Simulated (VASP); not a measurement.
**KF (Carobbiite): the band gap, functional by functional**

Aim: the gap of KF (Carobbiite) on one structure at many levels of theory. The starting structure is a measured crystal structure from the Crystallography Open Database. Cell and atoms stay as given. Meshes and data sets differ where the inputs say so.

Calculated with VASP 6.6.1; Kohn-Sham DFT with plane waves and PAW; LDA, PBE, r2SCAN, TB-mBJ, HSE06, PBE0 and r2SCAN-EpsX.

**1. The starting structure**

It takes space group Fm-3m (No. 225, cubic). Conventional cell: a = 5.347 Å, b = 5.347 Å, c = 5.347 Å, α = 90.00°, β = 90.00°, γ = 90.00°. K has 6 F at 2.67 Å nearest. Nearest to F lie 6 K at 2.67 Å. Farther neighbours and most contacts between anions are not listed.

Coordinates:

```xyz
2
Lattice="0.0000 2.6735 2.6735 2.6735 0.0000 2.6735 2.6735 2.6735 0.0000" Properties=species:S:1:pos:R:3 pbc="T T T"
K     0.0000    0.0000    0.0000
F     2.6735    2.6735    2.6735
```

**2. Bands with LDA**

LDA, the lowest rung, knows the local density alone.

File INCAR:

```
SYSTEM = KF
PREC = Accurate
ENCUT = 460
EDIFF = 1E-06
NELM = 100
ISMEAR = 0
SIGMA = 0.03
LREAL = .FALSE.
ALGO = Normal
GGA = CA
NBANDS = 20
LORBIT = 11
LWAVE = .FALSE.
LCHARG = .FALSE.
KPAR = 4
LASPH = .TRUE.
```

File POSCAR:

```
KF
1.0
    0.0000000000      2.6735000000      2.6735000000
    2.6735000000      0.0000000000      2.6735000000
    2.6735000000      2.6735000000      0.0000000000
K F
1 1
Direct
    0.0000000000      0.0000000000      0.0000000000
    0.5000000000      0.5000000000      0.5000000000
```

File KPOINTS:

```
Automatic mesh
0
Gamma
8 8 8
0 0 0
```

File KPOINTS_OPT:

```
Line mode
10
Line-mode
Reciprocal
  0.00000000   0.00000000   0.00000000 GAMMA
  0.50000000   0.00000000   0.50000000 X

  0.50000000   0.00000000   0.50000000 X
  0.50000000   0.25000000   0.75000000 W

  0.50000000   0.25000000   0.75000000 W
  0.37500000   0.37500000   0.75000000 K

  0.37500000   0.37500000   0.75000000 K
  0.00000000   0.00000000   0.00000000 GAMMA

  0.00000000   0.00000000   0.00000000 GAMMA
  0.50000000   0.50000000   0.50000000 L

  0.50000000   0.50000000   0.50000000 L
  0.62500000   0.25000000   0.62500000 U

  0.62500000   0.25000000   0.62500000 U
  0.50000000   0.25000000   0.75000000 W

  0.50000000   0.25000000   0.75000000 W
  0.50000000   0.50000000   0.50000000 L

  0.50000000   0.50000000   0.50000000 L
  0.37500000   0.37500000   0.75000000 K

  0.62500000   0.25000000   0.62500000 U
  0.50000000   0.00000000   0.50000000 X
```

The projector-augmented-wave data sets are K_sv and F (LDA family, release 64).

The run is started by

```console
mpirun -np 4 vasp_std
```

Log:

```text
[banner, memory and clock lines left out]
running    4 mpi-ranks, on    1 nodes
 distrk:  each k-point on    1 cores,    4 groups
 distr:  one band on    1 cores,    1 groups

 POSCAR found type information on POSCAR K F
 POSCAR found :  2 types and       2 ions
 LDA part: xc-table for (Slater(with rela. corr.)+CA(PZ))
 , standard interpolation
 POSCAR, INCAR and KPOINTS ok, starting setup
 FFT: planning ... GRIDC
 FFT: planning ... GRID_SOFT
 FFT: planning ... GRID
 WAVECAR not read
 entering main loop
       N       E                     dE             d eps       ncg     rms          rms(c)
DAV:   1     0.105112463863E+03    0.10511E+03   -0.72053E+03  1160   0.710E+02
DAV:   2    -0.639543661154E+01   -0.11151E+03   -0.10081E+03  1344   0.224E+02
DAV:   3    -0.101249490339E+02   -0.37295E+01   -0.37040E+01  1512   0.365E+01
DAV:   4    -0.102349540462E+02   -0.11001E+00   -0.10995E+00  1616   0.582E+00
DAV:   5    -0.102368433954E+02   -0.18893E-02   -0.18893E-02  1512   0.600E-01    0.602E+00
DAV:   6    -0.911766771392E+01    0.11192E+01   -0.19840E+00  1308   0.107E+01    0.426E+00
DAV:   7    -0.906543790091E+01    0.52230E-01   -0.72772E-02  1352   0.164E+00    0.234E+00
DAV:   8    -0.903628459158E+01    0.29153E-01   -0.46352E-02  1492   0.157E+00    0.202E-01
DAV:   9    -0.903646915075E+01   -0.18456E-03   -0.19930E-03  1380   0.321E-01    0.978E-02
DAV:  10    -0.903661416189E+01   -0.14501E-03   -0.22579E-04  1352   0.139E-01    0.535E-02
DAV:  11    -0.903662317997E+01   -0.90181E-05   -0.29302E-05  1348   0.672E-02    0.199E-02
DAV:  12    -0.903661914835E+01    0.40316E-05   -0.57778E-06  1492   0.306E-02    0.254E-03
DAV:  13    -0.903661930213E+01   -0.15378E-06   -0.67533E-07  1332   0.564E-03
   1 F= -.90366193E+01 E0= -.90366193E+01  d E =-.788143E-44
 Start KPOINTS_OPT (optional k-point list driver)
k-point batch [1-29\100]
       N       E                     dE             ncg
DAV:   1    -0.232243171045E+04   -0.16965E+05     1160
DAV:   2    -0.559239520709E+04   -0.32700E+04     1368
DAV:   3    -0.570165201919E+04   -0.10926E+03     1524
DAV:   4    -0.570475309149E+04   -0.31011E+01     1612
DAV:   5    -0.570479035192E+04   -0.37260E-01     1520
DAV:   6    -0.570479157844E+04   -0.12265E-02     1600
DAV:   7    -0.570479165747E+04   -0.79032E-04     1312
DAV:   8    -0.570479165774E+04   -0.26843E-06     1004
[...]
k-point batch [88-100\100]
       N       E                     dE             ncg
DAV:   1     0.752180180530E+04   -0.84541E+04      520
DAV:   2     0.613997238821E+04   -0.13818E+04      620
DAV:   3     0.608873210755E+04   -0.51240E+02      692
DAV:   4     0.608754250318E+04   -0.11896E+01      680
DAV:   5     0.608751837672E+04   -0.24126E-01      672
DAV:   6     0.608751711299E+04   -0.12637E-02      688
DAV:   7     0.608751703590E+04   -0.77095E-04      608
DAV:   8     0.608751703125E+04   -0.46490E-05      440
DAV:   9     0.608751703112E+04   -0.12315E-06      392
```

It took 8.4 s on 4 MPI ranks of Intel Xeon 6975P-C (Granite Rapids), shared host; peak memory 0.58 GiB; 31 s of CPU time.

Lines that name or quote the potential files are left out of all logs, and their timing lines are given in words.

OUTCAR, selected parts (step 2):

```text
ion  position               nearest neighbor table
   1  0.000  0.000  0.000-   2 2.67   2 2.67   2 2.67   2 2.67   2 2.67   2 2.67
   2  0.500  0.500  0.500-   1 2.67   1 2.67   1 2.67   1 2.67   1 2.67   1 2.67

  LATTYP: Found a face centered cubic cell.
 ALAT       =     5.3470000000

 Subroutine GETGRP returns: Found 48 space group operations
 (whereof 48 operations were pure point group operations)

The static configuration has the point symmetry O_h .

 Found     29 irreducible k-points:

   k-points           NKPTS =     29   k-points in BZ     NKDIM =     29   number of bands    NBANDS=     20

   dimension x,y,z NGX =    28 NGY =   28 NGZ =   28
   dimension x,y,z NGXF=    56 NGYF=   56 NGZF=   56

   ENCUT  =  460.0 eV  33.81 Ry    5.81 a.u.   6.61  6.61  6.61*2*pi/ulx,y,z

   NELECT =      16.0000    total number of electrons

 k-points in reciprocal lattice and weights: Automatic mesh
   0.00000000  0.00000000  0.00000000       0.002
   0.12500000  0.00000000  0.00000000       0.016
   0.25000000  0.00000000  0.00000000       0.016
   0.37500000  0.00000000  0.00000000       0.016
   0.50000000  0.00000000  0.00000000       0.008
   0.12500000  0.12500000  0.00000000       0.012
   0.25000000  0.12500000  0.00000000       0.047
   0.37500000  0.12500000  0.00000000       0.047
   0.50000000  0.12500000  0.00000000       0.047
[...]
-0.37500000  0.50000000  0.12500000       0.023
  -0.25000000  0.50000000  0.25000000       0.012

 average (electrostatic) potential at core
       1 -35.7131       2 -77.9931

 E-fermi :  -2.9529

 k-point     1 :       0.0000    0.0000    0.0000
  band No.  band energies     occupation
    ...
      4     -12.3474      2.00000
      5     -12.3474      2.00000
      6      -3.2412      2.00000
      7      -3.2412      2.00000
      8      -3.2412      2.00000
      9       2.5449      0.00000
     10       7.2724      0.00000
     11       7.2724      0.00000
     12       7.2724      0.00000
     13       9.0029      0.00000
    ...

 k-point     2 :       0.1250    0.0000    0.0000
  band No.  band energies     occupation
    ...
      4     -12.3532      2.00000
      5     -12.3532      2.00000
      6      -3.3924      2.00000
      7      -3.2966      2.00000
      8      -3.2966      2.00000
      9       2.9863      0.00000
     10       6.9888      0.00000
     11       7.4886      0.00000
     12       7.4886      0.00000
     13       9.1499      0.00000
    ...

 k-point     3 :       0.2500    0.0000    0.0000
  band No.  band energies     occupation
    ...
      4     -12.3670      2.00000
      5     -12.3670      2.00000
      6      -3.7092      2.00000
      7      -3.4266      2.00000
      8      -3.4266      2.00000
      9       4.0797      0.00000
     10       6.5949      0.00000
     11       8.0266      0.00000
     12       8.0266      0.00000
     13       9.6087      0.00000
    ...

  Total       -1.0156282     -1.0156282     -1.0156282      0.0000000     -0.0000000      0.0000000
  in kB      -42.5769736    -42.5769736    -42.5769736      0.0000000     -0.0000000      0.0000000
  external PRESSURE =     -42.5769736 kB  Pullay stress =       0.0000000 kB

  energy-cutoff  :      460.00
  volume of cell :       38.22
      direct lattice vectors                 reciprocal lattice vectors
     0.000000000  2.673500000  2.673500000    -0.187020759  0.187020759  0.187020759
     2.673500000  0.000000000  2.673500000     0.187020759 -0.187020759  0.187020759
     2.673500000  2.673500000  0.000000000     0.187020759  0.187020759 -0.187020759

 POSITION                                       TOTAL-FORCE (eV/Angst)
 -----------------------------------------------------------------------------------
      0.00000      0.00000      0.00000         0.000000      0.000000      0.000000
      2.67350      2.67350      2.67350        -0.000000     -0.000000     -0.000000
 -----------------------------------------------------------------------------------
    total drift:                                0.000000      0.000000      0.000000

  FREE ENERGIE OF THE ION-ELECTRON SYSTEM (eV)
  ---------------------------------------------------
  free  energy   TOTEN  =        -9.0366193021 eV

  energy  without entropy=       -9.0366193021  energy(sigma->0) =       -9.03661930

 total charge
# of ion       s       p       d       tot
------------------------------------------
    1        1.956   5.567   0.034   7.556
    2        1.732   4.327   0.000   6.059
--------------------------------------------------
tot          3.688   9.894   0.034  13.615

[... 3 further parts left out ...]
```

At this level the cell is under a tension of 4.3 GPa, so at these settings it is away from equilibrium.

LDA gives a direct gap of 5.786 eV.

**3. Bands with PBE**

PBE, the usual starting point, adds the gradient of the density.

INCAR: that of step 2 with these lines changed.

```diff
@@ -9,3 +9,3 @@
 ALGO = Normal
-GGA = CA
+GGA = PE
 NBANDS = 20
```

POSCAR is that of step 2.

KPOINTS is that of step 2.

KPOINTS_OPT is that of step 2.

The projector-augmented-wave data sets are K_sv and F (PBE family, release 64).

The run is started by

```console
mpirun -np 4 vasp_std
```

Log:

```text
[banner, memory and clock lines left out]
running    4 mpi-ranks, on    1 nodes
[...]
LDA part: xc-table for (Slater+PW92), standard interpolation
 POSCAR, INCAR and KPOINTS ok, starting setup
[...]
entering main loop
       N       E                     dE             d eps       ncg     rms          rms(c)
DAV:   1     0.990066264708E+02    0.99007E+02   -0.72965E+03  1168   0.708E+02
DAV:   2    -0.612703408908E+01   -0.10513E+03   -0.97720E+02  1364   0.220E+02
DAV:   3    -0.945469987017E+01   -0.33277E+01   -0.33066E+01  1528   0.337E+01
DAV:   4    -0.955129623508E+01   -0.96596E-01   -0.96558E-01  1584   0.534E+00
[...]
DAV:  11    -0.829465611201E+01   -0.64215E-04   -0.59626E-05  1280   0.639E-02    0.257E-02
DAV:  12    -0.829465781002E+01   -0.16980E-05   -0.57841E-06  1324   0.240E-02    0.325E-03
DAV:  13    -0.829465834316E+01   -0.53315E-06   -0.15210E-06  1292   0.919E-03
   1 F= -.82946583E+01 E0= -.82946583E+01  d E =-.789956E-13
 Start KPOINTS_OPT (optional k-point list driver)
k-point batch [1-29\100]
       N       E                     dE             ncg
DAV:   1    -0.239029986415E+04   -0.17033E+05     1160
DAV:   2    -0.550492290129E+04   -0.31146E+04     1396
DAV:   3    -0.560382703056E+04   -0.98904E+02     1560
DAV:   4    -0.560627660236E+04   -0.24496E+01     1576
DAV:   5    -0.560630848886E+04   -0.31887E-01     1508
DAV:   6    -0.560630983664E+04   -0.13478E-02     1548
DAV:   7    -0.560630990492E+04   -0.68275E-04     1312
DAV:   8    -0.560630990765E+04   -0.27264E-05      988
DAV:   9    -0.560630990776E+04   -0.11515E-06      944
[...]
k-point batch [88-100\100]
       N       E                     dE             ncg
DAV:   1     0.751093409526E+04   -0.84650E+04      520
DAV:   2     0.618070833727E+04   -0.13302E+04      640
DAV:   3     0.613297511827E+04   -0.47733E+02      724
DAV:   4     0.613197093027E+04   -0.10042E+01      644
DAV:   5     0.613194996732E+04   -0.20963E-01      696
DAV:   6     0.613194885478E+04   -0.11125E-02      648
DAV:   7     0.613194879147E+04   -0.63302E-04      624
DAV:   8     0.613194878781E+04   -0.36676E-05      424
DAV:   9     0.613194878762E+04   -0.18552E-06      384
```

Run time: 8.6 s. Hardware: 4 MPI ranks; peak memory 0.65 GiB.

Parts of OUTCAR (step 3):

```text
  Total        0.1240929      0.1240929      0.1240929     -0.0000000     -0.0000000      0.0000000
  in kB        5.2021975      5.2021975      5.2021975     -0.0000000     -0.0000000      0.0000000
  external PRESSURE =       5.2021975 kB  Pullay stress =       0.0000000 kB

 POSITION                                       TOTAL-FORCE (eV/Angst)
 -----------------------------------------------------------------------------------
      0.00000      0.00000      0.00000         0.000000      0.000000     -0.000000
      2.67350      2.67350      2.67350         0.000000      0.000000      0.000000
 -----------------------------------------------------------------------------------
    total drift:                                0.000000      0.000000      0.000000

  FREE ENERGIE OF THE ION-ELECTRON SYSTEM (eV)
  ---------------------------------------------------
  free  energy   TOTEN  =        -8.2946583432 eV

  energy  without entropy=       -8.2946583432  energy(sigma->0) =       -8.29465834

[... 2 parts as in an earlier step ...]

[... 1 further part left out ...]
[key lines of the parts left out:]
E-fermi :  -2.6759
```

PBE gives a direct gap of 6.159 eV. The least gap is +0.373 eV from that of LDA.

**4. Bands with r2SCAN**

r2SCAN adds the kinetic-energy density, costs more than a GGA and is run with LASPH.

INCAR: that of step 3 with these lines changed.

```diff
@@ -9,3 +9,4 @@
 ALGO = Normal
-GGA = PE
+METAGGA = R2SCAN
+LASPH = .TRUE.
 NBANDS = 20
@@ -15,2 +16 @@
 KPAR = 4
-LASPH = .TRUE.
```

POSCAR is that of step 3.

KPOINTS is that of step 3.

KPOINTS_OPT is that of step 3.

The run is started by

```console
mpirun -np 4 vasp_std
```

Log:

```text
[banner, memory and clock lines left out]
running    4 mpi-ranks, on    1 nodes
[...]
|                                                                             |
|               ----> ADVICE to this user running VASP <----                  |
|                                                                             |
|     You enforced a specific xc type in the INCAR file but a different       |
|     [... a line on the potential file left out ...]
|     I HOPE YOU KNOW WHAT YOU ARE DOING!                                     |
|                                                                             |

 LDA part: xc-table for (None), standard interpolation
 POSCAR, INCAR and KPOINTS ok, starting setup
[...]
entering main loop
       N       E                     dE             d eps       ncg     rms          rms(c)
DAV:   1     0.890017269353E+02    0.89002E+02   -0.74196E+03  1168   0.723E+02
DAV:   2    -0.173804773791E+02   -0.10638E+03   -0.98799E+02  1356   0.229E+02
[...]
DAV:  14    -0.149755956533E+02   -0.45136E-06   -0.10780E-06  1228   0.584E-03
   1 F= -.14975596E+02 E0= -.14975596E+02  d E =-.921463E-35
 Start KPOINTS_OPT (optional k-point list driver)
k-point batch [1-29\100]
       N       E                     dE             ncg
DAV:   1    -0.271479600536E+04   -0.17357E+05     1160
DAV:   2    -0.591734689720E+04   -0.32026E+04     1396
DAV:   3    -0.601643047560E+04   -0.99084E+02     1560
DAV:   4    -0.601886377176E+04   -0.24333E+01     1584
DAV:   5    -0.601889850643E+04   -0.34735E-01     1528
DAV:   6    -0.601890010289E+04   -0.15965E-02     1608
DAV:   7    -0.601890020490E+04   -0.10202E-03     1316
DAV:   8    -0.601890020613E+04   -0.12334E-05     1004
DAV:   9    -0.601890020616E+04   -0.27839E-07      924
[...]
k-point batch [88-100\100]
       N       E                     dE             ncg
DAV:   1     0.736136462341E+04   -0.86145E+04      520
DAV:   2     0.599561777635E+04   -0.13657E+04      640
DAV:   3     0.594815507201E+04   -0.47463E+02      740
DAV:   4     0.594708823166E+04   -0.10668E+01      644
DAV:   5     0.594706834882E+04   -0.19883E-01      740
DAV:   6     0.594706811765E+04   -0.23117E-03      648
DAV:   7     0.594706810671E+04   -0.10943E-04      612
DAV:   8     0.594706810600E+04   -0.70796E-06      388
```

It took 31 s on 4 MPI ranks; peak memory 0.67 GiB.

From OUTCAR (step 4):

```text
  Total       -0.3214326     -0.3214326     -0.3214326      0.0000000      0.0000000      0.0000000
  in kB      -13.4750380    -13.4750380    -13.4750380      0.0000000      0.0000000      0.0000000
  external PRESSURE =     -13.4750380 kB  Pullay stress =       0.0000000 kB

  FREE ENERGIE OF THE ION-ELECTRON SYSTEM (eV)
  ---------------------------------------------------
  free  energy   TOTEN  =       -14.9755956533 eV

  energy  without entropy=      -14.9755956533  energy(sigma->0) =      -14.97559565

[... 3 parts as in an earlier step ...]

[... 1 further part left out ...]
[key lines of the parts left out:]
E-fermi :  -3.1052
```

r2SCAN gives a direct gap of 6.822 eV. The least gap is +1.036 eV from that of LDA.

**5. Bands with TB-mBJ**

TB-mBJ is a local potential fitted to gaps: it costs far less than a hybrid but gives no energy. Its energies, forces and stress mean nothing.

INCAR: that of step 4 with these lines changed.

```diff
@@ -4,3 +4,3 @@
 EDIFF = 1E-06
-NELM = 100
+NELM = 150
 ISMEAR = 0
@@ -9,3 +9,3 @@
 ALGO = Normal
-METAGGA = R2SCAN
+METAGGA = MBJ
 LASPH = .TRUE.
```

POSCAR is that of step 4.

KPOINTS is that of step 4.

KPOINTS_OPT is that of step 4.

The run is started by

```console
mpirun -np 4 vasp_std
```

Log:

```text
[banner, memory and clock lines left out]
running    4 mpi-ranks, on    1 nodes
[...]
[... a notice as in an earlier step ...]

 LDA part: xc-table for (None), standard interpolation
 POSCAR, INCAR and KPOINTS ok, starting setup
[...]
entering main loop
       N       E                     dE             d eps       ncg     rms          rms(c)
DAV:   1     0.160589637314E+03    0.16059E+03   -0.71859E+03  1168   0.703E+02
DAV:   2     0.573595820387E+02   -0.10323E+03   -0.95755E+02  1368   0.220E+02
DAV:   3     0.538112715045E+02   -0.35483E+01   -0.35166E+01  1680   0.344E+01
DAV:   4     0.537412625961E+02   -0.70009E-01   -0.69983E-01  1400   0.473E+00
[...]
DAV:  57     0.573786278183E+02    0.30543E-05   -0.46325E-12   680   0.185E-05    0.761E-06
DAV:  58     0.573786225393E+02   -0.52790E-05   -0.30684E-12   672   0.847E-06    0.616E-06
DAV:  59     0.573786223412E+02   -0.19815E-06   -0.19946E-12   684   0.161E-05
   1 F= 0.57378622E+02 E0= 0.57378622E+02  d E =-.135128E-16
 Start KPOINTS_OPT (optional k-point list driver)
k-point batch [1-29\100]
       N       E                     dE             ncg
DAV:   1    -0.151578810197E+04   -0.16158E+05     1160
DAV:   2    -0.496729719302E+04   -0.34515E+04     1376
DAV:   3    -0.507221159557E+04   -0.10491E+03     1688
DAV:   4    -0.507590356218E+04   -0.36920E+01     1580
DAV:   5    -0.507593049684E+04   -0.26935E-01     1552
DAV:   6    -0.507593130931E+04   -0.81247E-03     1512
DAV:   7    -0.507593135059E+04   -0.41278E-04     1420
DAV:   8    -0.507593135217E+04   -0.15749E-05     1128
DAV:   9    -0.507593135229E+04   -0.12124E-06      928
[...]
k-point batch [88-100\100]
       N       E                     dE             ncg
DAV:   1     0.790469252306E+04   -0.80712E+04      520
DAV:   2     0.642342961670E+04   -0.14813E+04      644
DAV:   3     0.637307098525E+04   -0.50359E+02      772
DAV:   4     0.637165553785E+04   -0.14154E+01      696
DAV:   5     0.637164109242E+04   -0.14445E-01      712
DAV:   6     0.637164059608E+04   -0.49634E-03      620
DAV:   7     0.637164057391E+04   -0.22166E-04      648
DAV:   8     0.637164057283E+04   -0.10848E-05      484
DAV:   9     0.637164057278E+04   -0.48620E-07      408
```

Elapsed: 29 s, on 4 MPI ranks; peak memory 0.68 GiB; 1.9 min of CPU time.

From OUTCAR (step 5):

```text
  Total      -46.3979484    -46.3979484    -46.3979484     -0.0000000     -0.0000000      0.0000000
  in kB    -1945.0859586  -1945.0859586  -1945.0859586     -0.0000000     -0.0000000      0.0000000
  external PRESSURE =   -1945.0859586 kB  Pullay stress =       0.0000000 kB

  FREE ENERGIE OF THE ION-ELECTRON SYSTEM (eV)
  ---------------------------------------------------
  free  energy   TOTEN  =        57.3786223412 eV

  energy  without entropy=       57.3786223412  energy(sigma->0) =       57.37862234

[... 3 parts as in an earlier step ...]

[... 1 further part left out ...]
[key lines of the parts left out:]
E-fermi :  -0.5944
```

TB-mBJ gives a direct gap of 10.201 eV. The least gap is +4.415 eV from that of LDA.

(Part 1 of 2 ends here.)

[Lines on the potential files, build, host, timing and source positions are cut from VASP's logs without a mark.]

[Logs are printed without paths, hosts, clocks, repeated set-up lines and the standing remarks that a program may print on its own settings, such as how far it seeks lower states.]

[Hosts, paths, dates, database ids (printed as entryN), source tags and the programs' standing remarks are cut or masked in the printed files.]
